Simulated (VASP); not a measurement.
Data:

```xyz
6
Lattice="1.5610 -2.7037 0.0000 1.5610 2.7037 0.0000 0.0000 0.0000 11.9873" Properties=species:S:1:pos:R:3 pbc="T T T"
W      1.5610     0.9013     2.9968
W      1.5610    -0.9013     8.9905
S      1.5610     0.9013    10.5493
S      1.5610    -0.9013     4.5557
S      1.5610    -0.9013     1.4380
S      1.5610     0.9013     7.4316
```

Level of theory: PBE GGA with D3 dispersion (Becke-Johnson damping), VASP's PBE PAW potentials (set 64) (plane waves; VASP 6.6.1). Run with 520 eV cut-off, 8×8×2 Γ-centred mesh, Gaussian smearing of 0.050 eV, potentials W_sv S.

### Question
The ions and cell shape at fixed volume are relaxed. Which structure does the run end with?

### Answer

```xyz
6
Lattice="1.5688 -2.7173 0.0000 1.5688 2.7173 0.0000 0.0000 0.0000 11.8683" Properties=species:S:1:pos:R:3 pbc="T T T"
W      1.5688     0.9058     2.9671
W      1.5688    -0.9058     8.9012
S      1.5688     0.9058    10.4773
S      1.5688    -0.9058     4.5432
S      1.5688    -0.9058     1.3910
S      1.5688     0.9058     7.3251
```
Space group P6_3/mmc (194), at a tolerance of 0.03 Å.

### Question
How much energy does the relaxation gain?

### Answer
The energy (σ→0) changes by -5.7 meV/atom, in 5 ionic steps.

```csv
step,E(σ→0) (eV),max force (eV/Å),pressure (GPa),volume (Å³)
1,-49.7450,0.549,5.55,101.19
2,-49.7681,0.072,2.46,101.19
3,-49.7691,0.033,2.98,101.19
4,-49.7777,0.016,2.33,101.19
5,-49.7790,0.005,1.98,101.19
```

The compound is WS2 in the 2H layered structure. This cell is one point of a volume scan, at 0.97 of the reference volume. Symmetry was kept, so distortions that lower it aren't found.
